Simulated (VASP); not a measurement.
# La: formation energy of a point defect, part 2 of 2

How easily does a point defect form in La? The host is relaxed first, then a supercell is run with and without the defect.

VASP 6.6.1; PBEsol; plane waves and PAW (La).

Still holding for the runs below: The k-mesh is coarse for a metal.

So far. Step 2 (The host at zero pressure): The run ended after 7 ionic steps, 0.031 eV below its first step, once forces and stress met EDIFFG = -0.02. Step 3 (Relax the host again, on a new basis): The start already met the threshold, so nothing moved.

**4. The perfect supercell**

System of this step: La. The cell holds 64 atoms: 64 La. Cell: a = 14.572 Å, b = 14.572 Å, c = 11.962 Å, α = 90.0°, β = 90.0°, γ = 120.0°. It derives from La.

The same cell, mesh and cutoff without the defect give the energy to subtract and, in a gapped host, the band edges to count from, so that most errors cancel.

The input, INCAR:

```
SYSTEM = La
PREC = Normal
ENCUT = 300
EDIFF = 1E-05
NELM = 120
ISMEAR = 1
SIGMA = 0.2
LREAL = Auto
ALGO = Fast
GGA = PS
NBANDS = 408
LASPH = .TRUE.
LORBIT = 11
LWAVE = .FALSE.
LCHARG = .FALSE.
KPAR = 4
NCORE = 2
```

The input, POSCAR:

```
La
1.0
   14.5722812672      0.0000000000      0.0000000000
   -7.2861406336     12.6199657688      0.0000000000
    0.0000000000      0.0000000000     11.9623670786
La
64
Direct
    0.0000000000      0.0000000000      0.0000000000
    0.0000000000      0.0000000000      0.5000000000
    0.0000000000      0.2500000000      0.0000000000
    0.0000000000      0.2500000000      0.5000000000
    0.0000000000      0.5000000000      0.0000000000
    0.0000000000      0.5000000000      0.5000000000
    0.0000000000      0.7500000000      0.0000000000
    0.0000000000      0.7500000000      0.5000000000
    0.2500000000      0.0000000000      0.0000000000
    0.2500000000      0.0000000000      0.5000000000
    0.2500000000      0.2500000000      0.0000000000
    0.2500000000      0.2500000000      0.5000000000
    0.2500000000      0.5000000000      0.0000000000
    0.2500000000      0.5000000000      0.5000000000
    0.2500000000      0.7500000000      0.0000000000
    0.2500000000      0.7500000000      0.5000000000
    0.5000000000      0.0000000000      0.0000000000
    0.5000000000      0.0000000000      0.5000000000
    0.5000000000      0.2500000000      0.0000000000
    0.5000000000      0.2500000000      0.5000000000
    0.5000000000      0.5000000000      0.0000000000
    0.5000000000      0.5000000000      0.5000000000
    0.5000000000      0.7500000000      0.0000000000
    0.5000000000      0.7500000000      0.5000000000
    0.7500000000      0.0000000000      0.0000000000
    0.7500000000      0.0000000000      0.5000000000
    0.7500000000      0.2500000000      0.0000000000
    0.7500000000      0.2500000000      0.5000000000
    0.7500000000      0.5000000000      0.0000000000
    0.7500000000      0.5000000000      0.5000000000
    0.7500000000      0.7500000000      0.0000000000
    0.7500000000      0.7500000000      0.5000000000
    0.0833333333      0.1666666667      0.2500000000
    0.0833333333      0.1666666667      0.7500000000
    0.0833333333      0.4166666667      0.2500000000
    0.0833333333      0.4166666667      0.7500000000
    0.0833333333      0.6666666667      0.2500000000
    0.0833333333      0.6666666667      0.7500000000
    0.0833333333      0.9166666667      0.2500000000
    0.0833333333      0.9166666667      0.7500000000
    0.3333333333      0.1666666667      0.2500000000
    0.3333333333      0.1666666667      0.7500000000
    0.3333333333      0.4166666667      0.2500000000
    0.3333333333      0.4166666667      0.7500000000
    0.3333333333      0.6666666667      0.2500000000
    0.3333333333      0.6666666667      0.7500000000
    0.3333333333      0.9166666667      0.2500000000
    0.3333333333      0.9166666667      0.7500000000
    0.5833333333      0.1666666667      0.2500000000
    0.5833333333      0.1666666667      0.7500000000
    0.5833333333      0.4166666667      0.2500000000
    0.5833333333      0.4166666667      0.7500000000
    0.5833333333      0.6666666667      0.2500000000
    0.5833333333      0.6666666667      0.7500000000
    0.5833333333      0.9166666667      0.2500000000
    0.5833333333      0.9166666667      0.7500000000
    0.8333333333      0.1666666667      0.2500000000
    0.8333333333      0.1666666667      0.7500000000
    0.8333333333      0.4166666667      0.2500000000
    0.8333333333      0.4166666667      0.7500000000
    0.8333333333      0.6666666667      0.2500000000
    0.8333333333      0.6666666667      0.7500000000
    0.8333333333      0.9166666667      0.2500000000
    0.8333333333      0.9166666667      0.7500000000
```

The input, KPOINTS:

```
Automatic mesh
0
Gamma
3 3 3
0 0 0
```

The projector-augmented-wave data sets are La (PBE family, release 64).

The run is started by

```
$ mpirun -np 8 vasp_std
```

What it wrote:

```text
[banner, memory and clock lines left out]
running    8 mpi-ranks, on    1 nodes
[...]
[... a notice as in an earlier step ...]

 LDA part: xc-table for (Slater+PW92), standard interpolation
 POSCAR, INCAR and KPOINTS ok, starting setup
[...]
entering main loop
       N       E                     dE             d eps       ncg     rms          rms(c)
DAV:   1     0.950358975957E+04    0.95036E+04   -0.15422E+05  5032   0.150E+03
DAV:   2     0.270551195842E+04   -0.67981E+04   -0.66168E+04  6912   0.518E+02
DAV:   3     0.276262305955E+03   -0.24292E+04   -0.23967E+04  7712   0.337E+02
DAV:   4    -0.215876172159E+03   -0.49214E+03   -0.47593E+03  9552   0.153E+02
[...]
RMM:  36    -0.339800619141E+03   -0.23411E-01   -0.17703E-01  9259   0.362E-01    0.145E+00
RMM:  37    -0.339819276643E+03   -0.18658E-01   -0.16072E-01  9384   0.281E-01    0.145E+00
RMM:  38    -0.339830596929E+03   -0.11320E-01   -0.10959E-01  8537   0.230E-01    0.148E+00
WARNING in EDDRMM: call to ZHEGV failed, returncode =   6  3    276
RMM:  39    -0.339839993361E+03   -0.93964E-02   -0.10318E-01  8146   0.193E-01    0.156E+00
RMM:  40    -0.339852376975E+03   -0.12384E-01   -0.78217E-02  8706   0.201E-01    0.146E+00
RMM:  41    -0.339864974049E+03   -0.12597E-01   -0.80480E-02  8660   0.211E-01    0.126E+00
RMM:  42    -0.339872538560E+03   -0.75645E-02   -0.61667E-02  9212   0.218E-01    0.110E+00
RMM:  43    -0.339867783453E+03    0.47551E-02   -0.46295E-02  8530   0.174E-01    0.136E+00
RMM:  44    -0.339863511359E+03    0.42721E-02   -0.42686E-02  8576   0.165E-01    0.160E+00
RMM:  45    -0.339864188881E+03   -0.67752E-03   -0.28354E-02  8541   0.119E-01    0.167E+00
RMM:  46    -0.339872354591E+03   -0.81657E-02   -0.31086E-02  7781   0.106E-01    0.158E+00
WARNING in EDDRMM: call to ZHEGV failed, returncode =   6  3    262
WARNING in EDDRMM: call to ZHEGV failed, returncode =   6  3    297
RMM:  47    -0.339892398243E+03   -0.20044E-01   -0.38236E-02  8728   0.212E-01    0.112E+00
RMM:  48    -0.339905290165E+03   -0.12892E-01   -0.42531E-02  9080   0.240E-01    0.641E-01
RMM:  49    -0.339911399843E+03   -0.61097E-02   -0.31250E-02  8861   0.198E-01    0.297E-01
WARNING in EDDRMM: call to ZHEGV failed, returncode =   8  4    156
WARNING in EDDRMM: call to ZHEGV failed, returncode =   6  3    287
RMM:  50    -0.339914571941E+03   -0.31721E-02   -0.26446E-02  8519   0.151E-01    0.134E-01
WARNING in EDDRMM: call to ZHEGV failed, returncode =   6  3    365
RMM:  51    -0.339916599832E+03   -0.20279E-02   -0.19443E-02  8417   0.118E-01    0.481E-02
RMM:  52    -0.339918340562E+03   -0.17407E-02   -0.17637E-02  7910   0.974E-02    0.120E-02
WARNING in EDDRMM: call to ZHEGV failed, returncode =   8  4    299
RMM:  53    -0.339919616127E+03   -0.12756E-02   -0.13225E-02  6927   0.878E-02    0.229E-02
RMM:  54    -0.339920769666E+03   -0.11535E-02   -0.11989E-02  5430   0.695E-02    0.112E-02
RMM:  55    -0.339921642056E+03   -0.87239E-03   -0.90809E-03  5248   0.625E-02    0.190E-02
RMM:  56    -0.339922438277E+03   -0.79622E-03   -0.84045E-03  5091   0.566E-02    0.432E-02
 hard stop encountered!  aborting job ...
|                                                                             |
|           W    W    AA    RRRRR   N    N  II  N    N   GGGG   !!!           |
|           W    W   A  A   R    R  NN   N  II  NN   N  G    G  !!!           |
|           W    W  A    A  R    R  N N  N  II  N N  N  G       !!!           |
|           W WW W  AAAAAA  RRRRR   N  N N  II  N  N N  G  GGG   !            |
|           WW  WW  A    A  R   R   N   NN  II  N   NN  G    G                |
|           W    W  A    A  R    R  N    N  II  N    N   GGGG   !!!           |
|                                                                             |
|     The electronic self-consistency was not achieved in the given           |
|     number of steps (NELM). The forces and other quantities evaluated       |
|     might not be reliable so examine the results carefully. If you find     |
|     spurious results, we suggest increasing NELM, if you were close to      |
|     convergence or switching to a different ALGO or adjusting the           |
|     density mixing parameters otherwise.                                    |
|                                                                             |

 soft stop encountered!  aborting job ...
   1 F= -.33992244E+03 E0= -.33992587E+03  d E =0.102921E-01
 deleting file STOPCAR
```

It took 26 min on 8 MPI ranks of AMD EPYC 9R45, shared host; peak memory 7.4 GiB.

The run was stopped at its time limit, so it gives no result of its own.

**5. Summary of results**

```yaml
result: none
```

In words: The session ends without its result: «perfect supercell» met its time limit.

[Lines on the potential files, build, host, timing and source positions are cut from VASP's logs without a mark.]

[Logs are printed without paths, hosts, clocks, repeated set-up lines and the standing remarks that a program may print on its own settings, such as how far it seeks lower states.]

[Hosts, paths, dates, database ids (printed as entryN), source tags and the programs' standing remarks are cut or masked in the printed files.]

[In band tables of VASP the shares of atoms and orbitals are scaled to a sum of 1 inside the atoms' spheres.]

[Runs that stopped without an error message from VASP are left out.]
